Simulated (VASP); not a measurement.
Computed with PBEsol GGA, VASP's PBE PAW potentials (set 64) (plane waves; VASP).

The input files of a VASP run:

INCAR:
```
ALGO = Normal
DIPOL = 0.5 0.5 0.5
EDIFF = 1E-6
ENCUT = 400
GGA = PS
IDIPOL = 3
ISMEAR = 1
LASPH = T
LCHARG = F
LDIPOL = T
LMAXMIX = 4
LORBIT = 11
LREAL = F
LVHAR = T
LWAVE = F
NELM = 100
NELMIN = 4
PREC = Normal
SIGMA = 0.1
SYSTEM = RuAl(110) slab
```

File KPOINTS:
```
Automatic mesh
0
Gamma
9 7 1
0 0 0
```

**POSCAR**
```
RuAl(110) slab
1
    2.9766884396     0.0000000000     0.0000000000
    0.0000000000     4.2096736087     0.0000000000
    0.0000000000     0.0000000000    25.4574021250
Al Ru
5 5
Direct
  0.5000000000   1.0000000000   0.3357946933
  0.5000000000   0.5000000000   0.4177133833
  0.5000000000   1.0000000000   0.5000000000
  0.5000000000   0.5000000000   0.5822866167
  0.5000000000   0.0000000000   0.6642053067
  1.0000000000   0.5000000000   0.3360407597
  0.0000000000   1.0000000000   0.4182391434
  0.0000000000   0.5000000000   0.5000000000
  1.0000000000   1.0000000000   0.5817608566
  0.0000000000   0.5000000000   0.6639592403
```

POTCAR, in this order: Al Ru_pv (PBE.64 set). Program: vasp_std. Read from the step before: WAVECAR.

Output

File OSZICAR:
```
       N       E                     dE             d eps       ncg     rms          rms(c)
DAV:   1    -0.736261761589E+02   -0.73626E+02   -0.72241E-04  2466   0.154E-01    0.120E-01
DAV:   2    -0.736313612295E+02   -0.51851E-02   -0.23348E-02  2478   0.916E-01    0.645E-01
DAV:   3    -0.736258969963E+02    0.54642E-02   -0.15607E-02  2616   0.908E-01    0.300E-02
DAV:   4    -0.736259443462E+02   -0.47350E-04   -0.23506E-04  2225   0.714E-02    0.115E-02
DAV:   5    -0.736259467683E+02   -0.24221E-05   -0.11953E-05  2286   0.211E-02    0.637E-03
DAV:   6    -0.736259471384E+02   -0.37005E-06   -0.87043E-07  1269   0.783E-03
   1 F= -.73625947E+02 E0= -.73625641E+02  d E =-.918064E-03
```

OUTCAR:
```
------------------------ aborting loop because EDIFF is reached ----------------------------------------
  FORCE on cell =-STRESS in cart. coord.  units (eV):
  Direction    XX          YY          ZZ          XY          YZ          ZX
  --------------------------------------------------------------------------------------
  Total       -4.1959528     -5.5034719     -0.3408538      0.0000000      0.0000000      0.0000000
  in kB      -21.0739183    -27.6408535     -1.7119173      0.0000000      0.0000000      0.0000000
  external PRESSURE =     -16.8088964 kB  Pullay stress =       0.0000000 kB
  volume of cell :      319.00
      direct lattice vectors                 reciprocal lattice vectors
     2.976688440  0.000000000  0.000000000     0.335943791  0.000000000  0.000000000
     0.000000000  4.209673609  0.000000000     0.000000000  0.237548108  0.000000000
     0.000000000  0.000000000 25.457402125     0.000000000  0.000000000  0.039281306
 POSITION                                       TOTAL-FORCE (eV/Angst)
 -----------------------------------------------------------------------------------
      1.48834      0.00000      8.54846         0.000000      0.000000     -0.003860
      1.48834      2.10484     10.63390         0.000000      0.000000     -0.001529
      1.48834      0.00000     12.72870         0.000000      0.000000      0.000000
      1.48834      2.10484     14.82350         0.000000      0.000000      0.001529
      1.48834      0.00000     16.90894         0.000000      0.000000      0.003860
      0.00000      2.10484      8.55472         0.000000      0.000000     -0.010139
      0.00000      0.00000     10.64728         0.000000     -0.000000      0.006598
      0.00000      2.10484     12.72870         0.000000      0.000000      0.000000
      0.00000      0.00000     14.81012         0.000000     -0.000000     -0.006598
      0.00000      2.10484     16.90268        -0.000000      0.000000      0.010139
 -----------------------------------------------------------------------------------
    total drift:                                0.000000      0.000000      0.000000
  FREE ENERGIE OF THE ION-ELECTRON SYSTEM (eV)
  ---------------------------------------------------
  free  energy   TOTEN  =       -73.6259471384 eV

  energy  without entropy=      -73.6250290742  energy(sigma->0) =      -73.62564112

 total charge

# of ion       s       p       d       tot
------------------------------------------
    1        0.427   0.377   0.000   0.804
    2        0.393   0.428   0.000   0.820
    3        0.392   0.428   0.000   0.821
    4        0.393   0.428   0.000   0.820
    5        0.427   0.377   0.000   0.804
    6        0.319   6.177   6.185  12.681
    7        0.342   6.254   6.225  12.821
    8        0.345   6.267   6.198  12.811
    9        0.342   6.254   6.225  12.821
   10        0.319   6.177   6.185  12.681
--------------------------------------------------
tot          3.699  33.166  31.018  67.882
```
(Selected blocks of OUTCAR.)

The cell is a thin slab with vacuum, built from RuAl (CsCl type): (110) face.
